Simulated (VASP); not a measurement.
In (bct) relaxed at rising pressure, in one space group throughout; other phases were not tried. The pressures are those reached. Level of theory: LDA (Ceperley-Alder, Perdew-Zunger), VASP's LDA PAW potentials (set 64) (plane waves; VASP).

```csv
P (GPa),V (Å³/atom),k-mesh
0.02,24.589,16×16×16
5.08,22.693,17×17×17
9.98,21.428,17×17×17
19.97,19.688,17×17×17
```

A change of mesh leaves a small step in the series.

Fit an equation of state and predict the volume at 44.91 GPa.

Least squares on the third-order Birch-Murnaghan form, P = (3B0/2)(y⁷ − y⁵)[1 + (3/4)(B′ − 4)(y² − 1)] with y = (V0/V)^(1/3), gives V0 = 24.602 Å³/atom, B0 = 51 GPa and B′ = 5.0, and so 17.219 Å³/atom. The run gave 17.205 Å³/atom, -0.1 % from the fit.

Pressures at which the relaxation failed are left out.

The compound is In in the bct structure.
